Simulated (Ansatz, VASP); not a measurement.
**One calculation of MgC8, two programs**

Contents of INCAR:

```
  PREC = Accurate
  ENCUT = 520
  EDIFF = 1E-6
  ISMEAR = 0
  SIGMA = 0.1
  LREAL = F
  LASPH = T
  NELM = 100
  ALGO = Normal
  ISIF = 2
  LWAVE = F
  LCHARG = F
  GGA = PE
  NBANDS = 27
```

File KPOINTS:

```
regular mesh
0
Gamma
  3 3 4
```

The input POSCAR:

```
MgC8
1.0
    5.9953425700      0.0000000000      0.0000000000
   -2.9976712800      5.1921189700      0.0000000000
    0.0000000000      0.0000000000      3.8450196800
Mg C
1 8
Direct
    0.0000000000      0.0000000000      0.5000000000
    0.6583097000      0.0000000000      0.5000000000
    0.0000000000      0.6583097000      0.5000000000
    0.3416903000      0.3416903000      0.5000000000
    0.3416903000      0.0000000000      0.5000000000
    0.0000000000      0.3416903000      0.5000000000
    0.6583097000      0.6583097000      0.5000000000
    0.3333333300      0.6666666700      0.5000000000
    0.6666666700      0.3333333300      0.5000000000
```

Input for Ansatz:

```yaml
crystal:
  lattice:
    - [5.99534257, 0.0, 0.0]
    - [-2.99767128, 5.19211897, 0.0]
    - [0.0, 0.0, 3.84501968]
  atoms:
    - { symbol: Mg, position: [0.0, 0.0, 0.5] }
    - { symbol: C, position: [0.6583097, 0.0, 0.5] }
    - { symbol: C, position: [0.0, 0.6583097, 0.5] }
    - { symbol: C, position: [0.3416903, 0.3416903, 0.5] }
    - { symbol: C, position: [0.3416903, 0.0, 0.5] }
    - { symbol: C, position: [0.0, 0.3416903, 0.5] }
    - { symbol: C, position: [0.6583097, 0.6583097, 0.5] }
    - { symbol: C, position: [0.33333333, 0.66666667, 0.5] }
    - { symbol: C, position: [0.66666667, 0.33333333, 0.5] }
basis:
  ecutwfc: 420
kpoints:
  mp_grid: { grid: [3, 3, 4] }
hamiltonian:
  xc: pbe
scf:
  occupations: { method: gaussian, width: 0.1 }
  lower_state_search: "off"
output:
  forces: true
  stress: true
  eigenvalues: true
```

Alike in both runs: task single point; functional PBE; k mesh 3 × 3 × 4; occupations gaussian, width 0.1 eV; no spin polarisation.

```csv
,VASP,Ansatz
version,VASP 6.6.1,Ansatz 0.2.0
potentials or method,"VASP PAW PBE potentials, release 64 (Mg, C)","scalar-relativistic, plane waves, PAW"
plane-wave cutoff (eV),520,420
valence electrons in the cell,34,42
```

|  | VASP | Ansatz | Ansatz less VASP |
| --- | --- | --- | --- |
| gap on the k mesh at the Fermi level (eV) | none | none | - |
| pressure (GPa) | -9.1 | -9.1 | -0.08 |
| largest component of the traceless stress (GPa) | 10.93 | 11.07 | +0.138 |
| rms of the force components (eV/Å) | 1.637 | 1.635 | -0.0024 |

Atom by atom the forces differ by 0.002 eV/Å (rms over components). A gap of «none» marks a metal or a gap that the smearing closes. The functional is the same, so the differences come from potentials, cutoffs and numerics. The two sets of potentials don't hold the same shells in valence.

Caveats: the k mesh is coarse (spacing up to 0.41 Å⁻¹), so the values aren't converged; forces of over 1 eV/Å show positions far from the minimum, so gaps and moduli don't describe the material at rest.
